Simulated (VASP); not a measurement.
Given:

```xyz
2
Lattice="4.4285 0.0000 0.0000 -2.2143 3.8352 0.0000 0.0000 0.0000 3.7773" Properties=species:S:1:pos:R:3 pbc="T T T"
In     0.0000     0.0000     3.7773
Bi     2.2143     1.2784     1.8886
```

Level of theory: r2SCAN meta-GGA, VASP's PBE PAW potentials (set 64) (plane waves; VASP). Run with 400 eV cut-off, 11×11×11 Γ-centred mesh, tetrahedra with Blöchl corrections, potentials In_d Bi_d.

Unless said otherwise, spin-orbit coupling is left out, though it shifts the bands of the heavy elements here.

Task: What does the run give for the energy per atom (σ→0), band gap (over mesh and band path) with the smallest direct gap where there is one?

Result: 
- band gap (over mesh and band path) = none (metal, semimetal or under 0.01 eV)
- energy per atom (σ→0) = -40.462 eV/atom

Only differences to runs with the same potentials and settings are physical.

The structure was generated: InBi was put into the WC type (P-6m2), which need not be its known phase. It was relaxed first, which changed the volume by +6 %.
